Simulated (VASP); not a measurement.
Here is the system:

```xyz
2
Lattice="1.7300 -2.9964 0.0000 1.7300 2.9964 0.0000 0.0000 0.0000 5.5200" Properties=species:S:1:pos:R:3 pbc="T T T"
Tl     1.7300     0.9988     1.3800
Tl     1.7300    -0.9988     4.1400
```

The numbers are results of optB86b-vdW, VASP's PBE PAW potentials (set 64) (plane waves; VASP), not measurements. Settings: 520 eV cut-off, 11×11×6 Γ-centred mesh, first-order Methfessel-Paxton smearing of 0.10 eV, potentials Tl_d.

Energy and stress use the plane-wave basis of the starting cell.

**Question.** The ions, cell shape and volume are relaxed. What does this cell relax into?

**Answer.** 
```xyz
2
Lattice="1.7474 -3.0265 0.0000 1.7474 3.0265 0.0000 0.0000 0.0000 5.5932" Properties=species:S:1:pos:R:3 pbc="T T T"
Tl     1.7474     1.0088     1.3983
Tl     1.7474    -1.0088     4.1949
```
Space group P6_3/mmc (194), at a tolerance of 0.03 Å.

**Question.** How do energy and volume change from the first to the last step?

**Answer.** The energy (σ→0) changes by -3.7 meV/atom and the volume by +3.4 %, in 3 ionic steps.

```csv
step,E(σ→0) (eV),max force (eV/Å),pressure (GPa),volume (Å³)
1,1.5492,0.000,1.22,57.23
2,1.5418,0.000,0.07,59.05
3,1.5418,0.000,-0.01,59.16
```

The compound is Tl in the hcp structure. This run relaxes it. Symmetry was kept, so distortions that lower it aren't found.
